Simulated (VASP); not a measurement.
Level of theory: PBEsol GGA, VASP's PBE PAW potentials (set 64) (plane waves; VASP).

VASP input:

**INCAR**
```
SYSTEM = HfN(110) slab
PREC = Normal
ENCUT = 450
EDIFF = 1E-6
NELM = 100
ALGO = Normal
LREAL = .FALSE.
LASPH = .TRUE.
ISMEAR = 1
SIGMA = 0.1
GGA = PS
LMAXMIX = 6
LWAVE = .FALSE.
LCHARG = .FALSE.
NELMIN = 4
LDIPOL = .TRUE.
IDIPOL = 3
DIPOL = 0.5 0.5 0.5
LVHAR = .TRUE.
LORBIT = 11
```

### POSCAR
```
HfN(110) slab
1
    3.1752307449     0.0000000000     0.0000000000
    0.0000000000     4.4904538928     0.0000000000
    0.0000000000     0.0000000000    24.4276400005
Hf N
6 6
Direct
  0.0000000000   0.0000000000   0.3413398194
  0.5000000000   0.5000000000   0.3991627623
  0.0000000000   0.0000000000   0.4663903124
  0.5000000000   0.5000000000   0.5336096876
  0.0000000000   0.0000000000   0.6008372377
  0.5000000000   0.5000000000   0.6586601806
  0.5000000000   0.0000000000   0.4013494779
  0.0000000000   0.5000000000   0.3404929903
  0.5000000000   0.0000000000   0.5322854781
  0.0000000000   0.5000000000   0.4677145219
  0.5000000000   0.0000000000   0.6595070097
  0.0000000000   0.5000000000   0.5986505221
```

File KPOINTS:
```
Automatic mesh
0
Gamma
9 6 1
0 0 0
```

POTCAR, in this order: Hf_pv N (PBE.64 set). Program: vasp_std. Read from the step before: WAVECAR.

The resulting files:

### OUTCAR
```
 ion  position               nearest neighbor table
   1  0.000  0.000  0.341-   7 2.16   7 2.16   8 2.25   8 2.25   3 3.05   2 3.09   2 3.09   2 3.09
                             2 3.09
   2  0.500  0.500  0.399-   8 2.14   8 2.14   7 2.25   7 2.25  10 2.31  10 2.31   1 3.09   1 3.09
                             1 3.09   1 3.09   3 3.20   3 3.20   3 3.20   3 3.20   4 3.28
   3  0.000  0.000  0.466-  10 2.25  10 2.25   7 2.25   7 2.25   9 2.26   9 2.26   1 3.05   4 3.20
                             4 3.20   4 3.20   4 3.20   2 3.20   2 3.20   2 3.20   2 3.20   5 3.28
   4  0.500  0.500  0.534-   9 2.25   9 2.25  12 2.25  12 2.25  10 2.26  10 2.26   6 3.05   3 3.20
                             3 3.20   3 3.20   3 3.20   5 3.20   5 3.20   5 3.20   5 3.20   2 3.28
   5  0.000  0.000  0.601-  11 2.14  11 2.14  12 2.25  12 2.25   9 2.31   9 2.31   6 3.09   6 3.09
                             6 3.09   6 3.09   4 3.20   4 3.20   4 3.20   4 3.20   3 3.28
   6  0.500  0.500  0.659-  12 2.16  12 2.16  11 2.25  11 2.25   4 3.05   5 3.09   5 3.09   5 3.09
                             5 3.09
   7  0.500  0.000  0.401-   1 2.16   1 2.16   2 2.25   2 2.25   3 2.25   3 2.25
   8  0.000  0.500  0.340-   2 2.14   2 2.14   1 2.25   1 2.25
   9  0.500  0.000  0.532-   4 2.25   4 2.25   3 2.26   3 2.26   5 2.31   5 2.31
  10  0.000  0.500  0.468-   3 2.25   3 2.25   4 2.26   4 2.26   2 2.31   2 2.31
  11  0.500  0.000  0.660-   5 2.14   5 2.14   6 2.25   6 2.25
  12  0.000  0.500  0.599-   6 2.16   6 2.16   5 2.25   5 2.25   4 2.25   4 2.25
  LATTYP: Found a simple orthorhombic cell.
 ALAT       =     3.1752307449
 B/A-ratio  =     1.4142134080
 C/A-ratio  =     7.6931857755
 Subroutine PRICEL returns:
 Original cell was already a primitive cell.
 Subroutine GETGRP returns: Found  8 space group operations
The static configuration has the point symmetry C_2v.
 The point group associated with its full space group is D_2h.
The dynamic configuration has the point symmetry C_2v.
 Subroutine INISYM returns: Found  8 space group operations
 Subroutine IBZKPT returns following result:
 Found     20 irreducible k-points:

 Following reciprocal coordinates:
            Coordinates               Weight
  0.000000  0.000000  0.000000      1.000000
  0.111111  0.000000  0.000000      2.000000
  0.222222  0.000000  0.000000      2.000000
  0.333333  0.000000  0.000000      2.000000
  0.444444  0.000000  0.000000      2.000000
  0.000000  0.166667  0.000000      2.000000
  0.111111  0.166667  0.000000      4.000000
  0.222222  0.166667  0.000000      4.000000
  0.333333  0.166667  0.000000      4.000000
  0.444444  0.166667  0.000000      4.000000
  0.000000  0.333333  0.000000      2.000000
  0.111111  0.333333  0.000000      4.000000
  0.222222  0.333333  0.000000      4.000000
  0.333333  0.333333  0.000000      4.000000
  0.444444  0.333333  0.000000      4.000000
  0.000000  0.500000  0.000000      1.000000
  0.111111  0.500000  0.000000      2.000000
  0.222222  0.500000  0.000000      2.000000
  0.333333  0.500000  0.000000      2.000000
  0.444444  0.500000  0.000000      2.000000
   k-points           NKPTS =     20   k-points in BZ     NKDIM =     20   number of bands    NBANDS=     54
   number of dos      NEDOS =    301   number of ions     NIONS =     12
   total plane-waves  NPLWV =  49152
   dimension x,y,z NGX =    16 NGY =   24 NGZ =  128
   dimension x,y,z NGXF=    32 NGYF=   48 NGZF=  256
   ions per type =               6   6
   PREC   = normal    normal or accurate (medium, high low for compatibility)
   ISTART =      1    job   : 0-new  1-cont  2-samecut
   ICHARG =      0    charge: 1-file 2-atom 10-const
   ISPIN  =      1    spin polarized calculation?
   LNONCOLLINEAR =      F non collinear calculations
   LSORBIT =      F    spin-orbit coupling
   INIWAV =      1    electr: 0-lowe 1-rand  2-diag
   ENCUT  =  450.0 eV  33.07 Ry    5.75 a.u.   5.49  7.77 42.25*2*pi/ulx,y,z
   NELM   =    100;   NELMIN=  4; NELMDL=  0     # of ELM steps
   EDIFF  = 0.1E-05   stopping-criterion for ELM
   LREAL  =      F    real-space projection
   NLSPLINE    = F    spline interpolate recip. space projectors
   LMAXMIX     =    6 max onsite mixed and CHGCAR
   VOSKOWN=      0    Vosko Wilk Nusair interpolation
...
```

### OSZICAR
```
       N       E                     dE             d eps       ncg     rms          rms(c)
DAV:   1    -0.132684799376E+03   -0.13268E+03   -0.80450E-05  2418   0.398E-02    0.352E-02
DAV:   2    -0.132684799970E+03   -0.59429E-06   -0.29097E-04  2420   0.732E-02    0.457E-02
DAV:   3    -0.132684785872E+03    0.14098E-04   -0.64166E-05  2206   0.354E-02    0.114E-02
DAV:   4    -0.132684786027E+03   -0.15439E-06   -0.16561E-06  1802   0.542E-03
   1 F= -.13268479E+03 E0= -.13268391E+03  d E =-.264231E-02
```

File OUTCAR:
```
------------------------ aborting loop because EDIFF is reached ----------------------------------------
  FORCE on cell =-STRESS in cart. coord.  units (eV):
  Direction    XX          YY          ZZ          XY          YZ          ZX
  --------------------------------------------------------------------------------------
  Total        1.0032645    -11.4698508     -0.8449827      0.0000000      0.0000000      0.0000000
  in kB        4.6150772    -52.7620069     -3.8869714      0.0000000      0.0000000      0.0000000
  external PRESSURE =     -17.3446337 kB  Pullay stress =       0.0000000 kB
  volume of cell :      348.29
      direct lattice vectors                 reciprocal lattice vectors
     3.175230745  0.000000000  0.000000000     0.314937742  0.000000000  0.000000000
     0.000000000  4.490453893  0.000000000     0.000000000  0.222694637  0.000000000
     0.000000000  0.000000000 24.427640000     0.000000000  0.000000000  0.040937233
 POSITION                                       TOTAL-FORCE (eV/Angst)
 -----------------------------------------------------------------------------------
      0.00000      0.00000      8.33813         0.000000      0.000000      0.025947
      1.58762      2.24523      9.75060         0.000000      0.000000      0.016728
      0.00000      0.00000     11.39281         0.000000      0.000000     -0.004134
      1.58762      2.24523     13.03483         0.000000      0.000000      0.004134
      0.00000      0.00000     14.67704         0.000000      0.000000     -0.016728
      1.58762      2.24523     16.08951         0.000000      0.000000     -0.025947
      1.58762      0.00000      9.80402         0.000000      0.000000     -0.014310
      0.00000      2.24523      8.31744         0.000000      0.000000     -0.007969
      1.58762      0.00000     13.00248         0.000000      0.000000      0.011426
      0.00000      2.24523     11.42516         0.000000      0.000000     -0.011426
      1.58762      0.00000     16.11020         0.000000      0.000000      0.007969
      0.00000      2.24523     14.62362         0.000000      0.000000      0.014310
 -----------------------------------------------------------------------------------
    total drift:                                0.000000      0.000000     -0.000000
  FREE ENERGIE OF THE ION-ELECTRON SYSTEM (eV)
  ---------------------------------------------------
  free  energy   TOTEN  =      -132.6847860266 eV

  energy  without entropy=     -132.6821437191  energy(sigma->0) =     -132.68390526

 total charge

# of ion       s       p       d       tot
------------------------------------------
    1        0.313   6.482   1.735   8.530
    2        0.318   6.648   1.783   8.750
    3        0.295   6.593   1.798   8.686
    4        0.295   6.593   1.798   8.686
    5        0.318   6.648   1.783   8.750
    6        0.313   6.482   1.735   8.530
    7        1.242   2.489   0.000   3.732
    8        1.256   2.411   0.000   3.666
    9        1.234   2.478   0.000   3.712
   10        1.234   2.478   0.000   3.712
   11        1.256   2.411   0.000   3.666
   12        1.242   2.489   0.000   3.732
--------------------------------------------------
tot          9.315  54.203  10.634  74.151
```
(Selected blocks of OUTCAR.)

At this cut-off the stress carries a Pulay error, which pulls relaxed volumes low.

The cell is a thin slab with vacuum, built from HfN (rock salt): (110) face.
